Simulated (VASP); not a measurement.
Given:

```xyz
2
Lattice="3.1131 0.0000 0.0000 0.0000 3.1131 0.0000 0.0000 0.0000 3.1131" Properties=species:S:1:pos:R:3 pbc="T T T"
In     1.5565     1.5565     1.5565
Pd     0.0000     0.0000     0.0000
```

All values below come from LDA (Ceperley-Alder, Perdew-Zunger), VASP's LDA PAW potentials (set 64) (plane waves; VASP 6.6.1). Settings: 500 eV cut-off, 12×12×12 Γ-centred mesh, first-order Methfessel-Paxton smearing of 0.10 eV, potentials In_d Pd.

Energy and stress use the plane-wave basis of the starting cell.

**Question.** The ions, cell shape and volume at an external pressure of 30.0 GPa are relaxed. What does this cell relax into?

**Answer.** 
```xyz
2
Lattice="3.0754 0.0000 0.0000 0.0000 3.0754 0.0000 0.0000 0.0000 3.0754" Properties=species:S:1:pos:R:3 pbc="T T T"
In     1.5377     1.5377     1.5377
Pd     0.0000     0.0000     0.0000
```
Space group Pm-3m (221), at a tolerance of 0.03 Å.

**Question.** How do energy and volume change from the first to the last step?

**Answer.** The energy (σ→0) changes by +83.4 meV/atom and the volume by -3.6 %, in 4 ionic steps.

The compound is PdIn in the CsCl type structure. This run relaxes it under an external pressure of 30 GPa. Symmetry was kept, so distortions that lower it aren't found. The electron count is odd and the run is not spin-polarised, which forces a metal.
